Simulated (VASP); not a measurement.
A VASP calculation is set up with these files.

File POSCAR:
```
InAs
1
    3.9235230728    -0.0000000000     0.0000000000
   -1.9617615364     3.3978701953     0.0000000000
    0.0000000000    -0.0000000000     6.8764897131
In As
2 2
Direct
  1.0000000000   0.0000000000   0.0000000000
  1.0000000000   0.0000000000   0.5000000000
  0.3333330000   0.6666670000   0.2500000000
  0.6666670000   0.3333330000   0.7500000000
```

**INCAR**
```
LREAL  =  .FALSE.   # projection in real space or not
LMAXMIX  =  4   # l cut-off of mixed one-centre charges
PREC  =  Accurate
LWAVE  =  .FALSE.
NSW  =  40   # most ionic steps
GGA  =  PS   # PBEsol
EDIFFG  =  -0.02   # ionic stop
SIGMA  =  0.1
ISMEAR  =  1
ENCUT  =  500   # plane-wave cut-off (eV)
LASPH  =  .TRUE.   # aspherical one-centre terms
LCHARG  =  .FALSE.
IBRION  =  2
EDIFF  =  1E-6   # SCF stop (eV)
ALGO  =  Normal   # blocked Davidson
ISIF  =  3   # ions, shape and volume
SYSTEM  =  InAs
NELM  =  100
```

File KPOINTS:
```
Automatic mesh
0
Gamma
9 9 5
0 0 0
```

POTCAR, in this order: In_d As (PBE.64 set). Program: vasp_std.

Write an equivalent input for Ansatz.

One equivalent input (not run):
Ansatz 0.2 input:
```yaml
crystal:
  lattice:
    - [3.9235231, 0.0000000, 0.0000000]
    - [-1.9617615, 3.3978702, 0.0000000]
    - [0.0000000, 0.0000000, 6.8764897]
  atoms:
    - { symbol: In, position: [1.0000000, 0.0000000, 0.0000000] }
    - { symbol: In, position: [1.0000000, 0.0000000, 0.5000000] }
    - { symbol: As, position: [0.3333330, 0.6666670, 0.2500000] }
    - { symbol: As, position: [0.6666670, 0.3333330, 0.7500000] }
kpoints:
  mp_grid: { grid: [9, 9, 5] }
hamiltonian:
  xc: pbesol
  pseudopotentials: { kind: paw }
scf:
  occupations: { method: methfessel_paxton, width: 0.1 }
  max_iter: 100
relax:
  max_steps: 40
  f_tol: 0.02
  cell: {}
output: { forces: true, stress: true, eigenvalues: true }
```
What does not carry over: each code has its own PAW files, so the cut-off isn't converted (ENCUT is set for VASP's; basis.ecutwfc is left out, and Ansatz then takes the one that its files recommend); Ansatz stops its SCF on the density residual and VASP on the energy change (EDIFF).

The structure was generated: InAs was put into the NiAs type type (P6_3/mmc), which need not be its known phase. This run relaxes it. Symmetry was kept, so distortions that lower it aren't found.
